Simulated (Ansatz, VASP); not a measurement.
# BaTiO3: VASP beside Ansatz, part 2 of 3

One calculation is typed for both programs; each brings its own data sets. How far apart do they land? The cell is taken from a series of runs on this material, whose earlier steps may have relaxed, scaled, displaced or heated it; both programs get it as it stands.

VASP 6.6.1 and Ansatz 0.2.0.

So far: The structure; VASP: zone-centre phonons, LDA.

## Step 2: VASP: zone-centre phonons, LDA (continued)

Level of this step: LDA, no spin polarisation; plane waves and PAW (O, Ti_sv, Ba_sv) (VASP).

OUTCAR, selected parts (step 2):

```text
ion  position               nearest neighbor table
   1  0.509  0.509  0.015-   4 1.88   4 2.10   5 2.75   5 2.81   5 2.81   5 2.88
   2  0.015  0.509  0.509-   4 1.88   4 2.10   5 2.75   5 2.81   5 2.81   5 2.88
   3  0.509  0.015  0.509-   4 1.88   4 2.10   5 2.75   5 2.81   5 2.81   5 2.88
   4  0.487  0.487  0.487-   2 1.88   3 1.88   1 1.88   3 2.10   2 2.10   1 2.10   5 3.37   5 3.41
                             5 3.41   5 3.41   5 3.46   5 3.46   5 3.46   5 3.52
   5  0.998  0.998  0.998-   2 2.75   3 2.75   1 2.75   1 2.81   1 2.81   3 2.81   2 2.81   2 2.81
                             3 2.81   2 2.88   3 2.88   1 2.88   4 3.37   4 3.41   4 3.41   4 3.41

  LATTYP: Found a trigonal (rhomboedric) cell.
 ALAT       =     3.9714385705
 COS(alpha) =     0.0020305485

 Subroutine GETGRP returns: Found  6 space group operations
 (whereof  6 operations were pure point group operations)

The static configuration has the point symmetry C_3v.

 Found     85 irreducible k-points:

   k-points           NKPTS =     85   k-points in BZ     NKDIM =     85   number of bands    NBANDS=     26

   dimension x,y,z NGX =    32 NGY =   32 NGZ =   32
   dimension x,y,z NGXF=    64 NGYF=   64 NGZF=   64

   ENCUT  =  600.0 eV  44.10 Ry    6.64 a.u.   7.93  7.93  7.93*2*pi/ulx,y,z

   NELECT =      40.0000    total number of electrons

 k-points in reciprocal lattice and weights: Automatic mesh
   0.00000000  0.00000000  0.00000000       0.001
   0.11111111  0.00000000 -0.00000000       0.008
   0.22222222 -0.00000000 -0.00000000       0.008
   0.33333333 -0.00000000  0.00000000       0.008
   0.44444444 -0.00000000 -0.00000000       0.008
   0.11111111  0.11111111 -0.00000000       0.008
   0.22222222  0.11111111 -0.00000000       0.016
   0.33333333  0.11111111 -0.00000000       0.016
   0.44444444  0.11111111 -0.00000000       0.016
[...]
2     0.00000     2.78801     0.00000
    3     0.00000     0.00000     2.74650

 Eigenvectors and eigenvalues of the dynamical matrix
 ----------------------------------------------------

   1 f  =   15.758345 THz    99.012601 2PiTHz  525.641806 cm-1    65.171249 meV
             X         Y         Z           dx          dy          dz
      0.000000  1.599997  2.376451     0.000000    0.576298   -0.025210
     -1.385638 -0.799999  2.376451    -0.499089   -0.288149   -0.025210
      1.385638 -0.799999  2.376451     0.499089   -0.288149   -0.025210
      0.000000  0.000000  3.358426     0.000000    0.000000    0.041630
      0.000000  0.000000  6.876278    -0.000000   -0.000000    0.001509

   2 f  =   14.481926 THz    90.992628 2PiTHz  483.065070 cm-1    59.892409 meV
             X         Y         Z           dx          dy          dz
      0.000000  1.599997  2.376451    -0.000145   -0.406058    0.557401
     -1.385638 -0.799999  2.376451    -0.364621    0.225717   -0.278540
      1.385638 -0.799999  2.376451     0.364751    0.225475   -0.278861
      0.000000  0.000000  3.358426     0.000012   -0.035559    0.000000
      0.000000  0.000000  6.876278    -0.000002    0.005533    0.000000

   3 f  =   14.481926 THz    90.992628 2PiTHz  483.065070 cm-1    59.892409 meV
             X         Y         Z           dx          dy          dz
      0.000000  1.599997  2.376451     0.436148   -0.000135    0.000185
     -1.385638 -0.799999  2.376451    -0.195628   -0.364611   -0.482816
      1.385638 -0.799999  2.376451    -0.195385    0.364761    0.482630
      0.000000  0.000000  3.358426    -0.035559   -0.000012    0.000000
      0.000000  0.000000  6.876278     0.005533    0.000002    0.000000

   4 f  =    9.096070 THz    57.152291 2PiTHz  303.412224 cm-1    37.618304 meV
             X         Y         Z           dx          dy          dz
      0.000000  1.599997  2.376451    -0.003162   -0.397784   -0.596158
     -1.385638 -0.799999  2.376451    -0.339935    0.196572    0.293904
      1.385638 -0.799999  2.376451     0.343179    0.191048    0.302253
      0.000000  0.000000  3.358426     0.000071   -0.008724    0.000000
      0.000000  0.000000  6.876278    -0.000069    0.008577   -0.000000

   5 f  =    9.096070 THz    57.152291 2PiTHz  303.412224 cm-1    37.618304 meV
             X         Y         Z           dx          dy          dz
      0.000000  1.599997  2.376451    -0.391008    0.003216    0.004820
     -1.385638 -0.799999  2.376451     0.203348    0.339990   -0.518698
      1.385638 -0.799999  2.376451     0.197824   -0.343124    0.513878
      0.000000  0.000000  3.358426     0.008724    0.000071   -0.000000
      0.000000  0.000000  6.876278    -0.008577   -0.000069    0.000000

   6 f  =    8.577259 THz    53.892505 2PiTHz  286.106549 cm-1    35.472675 meV
             X         Y         Z           dx          dy          dz
      0.000000  1.599997  2.376451    -0.577350   -0.000000   -0.000000
     -1.385638 -0.799999  2.376451     0.288675   -0.500000   -0.000000
      1.385638 -0.799999  2.376451     0.288675    0.500000    0.000000
      0.000000  0.000000  3.358426     0.000000   -0.000000    0.000000
      0.000000  0.000000  6.876278    -0.000000    0.000000   -0.000000

   7 f  =    8.121374 THz    51.028097 2PiTHz  270.899875 cm-1    33.587289 meV
             X         Y         Z           dx          dy          dz
      0.000000  1.599997  2.376451     0.000000   -0.034721   -0.391678
     -1.385638 -0.799999  2.376451     0.030069    0.017361   -0.391678
      1.385638 -0.799999  2.376451    -0.030069    0.017361   -0.391678
      0.000000  0.000000  3.358426    -0.000000    0.000000    0.731553
      0.000000  0.000000  6.876278     0.000000   -0.000000   -0.031288

   8 f  =    6.724343 THz    42.250296 2PiTHz  224.299954 cm-1    27.809637 meV
             X         Y         Z           dx          dy          dz
      0.000000  1.599997  2.376451    -0.000001   -0.367083    0.022201
     -1.385638 -0.799999  2.376451    -0.017697   -0.336433   -0.011100
      1.385638 -0.799999  2.376451     0.017695   -0.336432   -0.011100
      0.000000  0.000000  3.358426     0.000002    0.790738   -0.000000
      0.000000  0.000000  6.876278    -0.000000   -0.110656    0.000000

   9 f  =    6.724343 THz    42.250296 2PiTHz  224.299954 cm-1    27.809637 meV
             X         Y         Z           dx          dy          dz
      0.000000  1.599997  2.376451    -0.326216    0.000001   -0.000000
     -1.385638 -0.799999  2.376451    -0.356866   -0.017695   -0.019227
      1.385638 -0.799999  2.376451    -0.356866    0.017697    0.019227
      0.000000  0.000000  3.358426     0.790738   -0.000002    0.000000
      0.000000  0.000000  6.876278    -0.110656    0.000000   -0.000000

  10 f  =    5.437735 THz    34.166294 2PiTHz  181.383300 cm-1    22.488653 meV
             X         Y         Z           dx          dy          dz
      0.000000  1.599997  2.376451     0.000000    0.002895    0.332179
     -1.385638 -0.799999  2.376451    -0.002508   -0.001448    0.332179
      1.385638 -0.799999  2.376451     0.002508   -0.001448    0.332179
      0.000000  0.000000  3.358426     0.000000   -0.000000    0.506498
      0.000000  0.000000  6.876278    -0.000000    0.000000   -0.642189

  11 f  =    5.374126 THz    33.766627 2PiTHz  179.261534 cm-1    22.225588 meV
             X         Y         Z           dx          dy          dz
      0.000000  1.599997  2.376451    -0.000005    0.374078   -0.007126
     -1.385638 -0.799999  2.376451    -0.004752    0.382301    0.003563
      1.385638 -0.799999  2.376451     0.004742    0.382300    0.003563
      0.000000  0.000000  3.358426    -0.000005    0.410663    0.000000
      0.000000  0.000000  6.876278     0.000008   -0.631659   -0.000000

  12 f  =    5.374126 THz    33.766627 2PiTHz  179.261534 cm-1    22.225588 meV
             X         Y         Z           dx          dy          dz
      0.000000  1.599997  2.376451     0.385041    0.000005   -0.000000
     -1.385638 -0.799999  2.376451     0.376819   -0.004742    0.006172
      1.385638 -0.799999  2.376451     0.376819    0.004752   -0.006171
      0.000000  0.000000  3.358426     0.410663    0.000005   -0.000000
      0.000000  0.000000  6.876278    -0.631659   -0.000008    0.000000

  13 f/i=    0.006960 THz     0.043733 2PiTHz    0.232171 cm-1     0.028786 meV
             X         Y         Z           dx          dy          dz
      0.000000  1.599997  2.376451     0.192970   -0.177841    0.000013
     -1.385638 -0.799999  2.376451     0.192963   -0.177864    0.000006
      1.385638 -0.799999  2.376451     0.192947   -0.177846   -0.000019
      0.000000  0.000000  3.358426     0.332722   -0.306668    0.000000
      0.000000  0.000000  6.876278     0.564159   -0.519983    0.000000

  14 f/i=    0.006960 THz     0.043733 2PiTHz    0.232171 cm-1     0.028786 meV
             X         Y         Z           dx          dy          dz
      0.000000  1.599997  2.376451    -0.177860   -0.192950    0.000014
     -1.385638 -0.799999  2.376451    -0.177837   -0.192957   -0.000019
      1.385638 -0.799999  2.376451    -0.177854   -0.192973    0.000004
      0.000000  0.000000  3.358426    -0.306668   -0.332722    0.000000
      0.000000  0.000000  6.876278    -0.519983   -0.564159    0.000000

  15 f/i=    0.013054 THz     0.082018 2PiTHz    0.435421 cm-1     0.053985 meV
             X         Y         Z           dx          dy          dz
      0.000000  1.599997  2.376451     0.000000   -0.000126    0.262571
     -1.385638 -0.799999  2.376451     0.000109    0.000063    0.262571
      1.385638 -0.799999  2.376451    -0.000109    0.000063    0.262571
      0.000000  0.000000  3.358426     0.000000    0.000000    0.454485
      0.000000  0.000000  6.876278     0.000000    0.000000    0.765906

 MACROSCOPIC STATIC DIELECTRIC TENSOR IONIC CONTRIBUTION
 ------------------------------------------------------
          50.551414    -0.000000    -0.000000
           0.000000    50.551414     0.000000
          -0.000000     0.000000    26.998916
 ------------------------------------------------------

 ELASTIC MODULI CONTR FROM IONIC RELAXATION (kBar)
 Direction    XX          YY          ZZ          XY          YZ          ZX
 --------------------------------------------------------------------------------
 XX        -653.1419   -271.4424   -480.5954     -0.0000   -298.4868     -0.0000
 YY        -271.4424   -653.1419   -480.5954     -0.0000    298.4868     -0.0000
 ZZ        -480.5954   -480.5954   -584.2659     -0.0000      0.0000     -0.0000
 XY          -0.0000     -0.0000     -0.0000   -190.8610      0.0000   -298.6672
 YZ        -298.4868    298.4868      0.0000      0.0000   -497.6623      0.0000
 ZX          -0.0000     -0.0000     -0.0000   -298.6672     -0.0000   -491.2688
 --------------------------------------------------------------------------------

 PIEZOELECTRIC TENSOR IONIC CONTR  for field in x, y, z        (C/m^2)
          XX          YY          ZZ          XY          YZ          ZX
  --------------------------------------------------------------------------------
  x    -0.00000    -0.00000    -0.00000    -2.56341    -0.00000    -4.48319
  y    -2.56341     2.56341    -0.00000     0.00000    -4.51384     0.00000
  z    -2.71441    -2.71441    -3.60923    -0.00000    -0.00000    -0.00000
```

Harder data sets than Ba_sv exist (the GW ones), and pressures, volumes and forces can shift noticeably with them.

(Part 2 of 3 ends here.)

[Lines on the potential files, build, host, timing and source positions are cut from VASP's logs without a mark.]

[Logs are printed without paths, hosts, clocks, repeated set-up lines and the standing remarks that a program may print on its own settings, such as how far it seeks lower states.]

[Hosts, paths, dates, database ids (printed as entryN), source tags and the programs' standing remarks are cut or masked in the printed files.]
